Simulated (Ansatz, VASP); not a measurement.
**One calculation of CsRu, two programs**

```
Cs Ru
1.0
     3.64716    0.00000    0.00000
     0.00000    3.64716    0.00000
     0.00000    0.00000    3.64716
Cs Ru
1 1
Direct
  0.00000 0.00000 0.00000
  0.50000 0.50000 0.50000
```

Alike in both runs: functional PBE; k mesh 14 × 14 × 14; occupations gaussian, width 0.1 eV; no spin polarisation.

Ansatz relaxed the structure, and its values are those at the end. VASP's run is a single point on that final structure, the one shown.

|  | VASP | Ansatz |
| --- | --- | --- |
| version | VASP 6.6.1 | Ansatz 0.2.0 |
| potentials or method | VASP PAW PBE potentials, release 64 (Cs_sv, Ru_pv) | scalar-relativistic, plane waves, PAW |
| plane-wave cutoff (eV) | 520 | 420 |
| valence electrons in the cell | 23 | 25 |

Ansatz gave:

- gap on the k mesh at the Fermi level (eV): none
- pressure (GPa): 0.0

Problem. Which values does VASP return?

Solution. gap on the k mesh at the Fermi level (eV): none; pressure (GPa): 0.9.

A gap of «none» marks a metal or a gap that the smearing closes. The two sets of potentials don't hold the same shells in valence.

Spin-orbit coupling is left out, which matters for the levels of Cs.
